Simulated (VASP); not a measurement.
Energy against volume of Na (bcc). Level of theory: PBE GGA, VASP's PBE PAW potentials (set 64) (plane waves; VASP 6.6.1). Numerical set-up: 520 eV cut-off, 12×12×12 Γ-centred mesh, first-order Methfessel-Paxton smearing of 0.10 eV, potentials Na_pv.

| V (Å³/atom) | E (eV/atom) |
|---|---|
| 34.672 | -1.30406 |
| 35.779 | -1.30698 |
| 36.885 | -1.30804 |
| 37.992 | -1.30746 |

Question: Fit these four points and predict the energy of the run at 39.098 Å³/atom.

Answer: A cubic in V^(−2/3), the third-order Birch-Murnaghan form, passes through the four points with V0 = 37.03 Å³/atom and B0 = 8 GPa, and gives -1.3054 eV/atom there. The run gave -1.3054 eV/atom, -0.0 meV/atom from the fit; all five points give B0 = 8 GPa.

The compound is Na in the bcc structure. It was relaxed first.
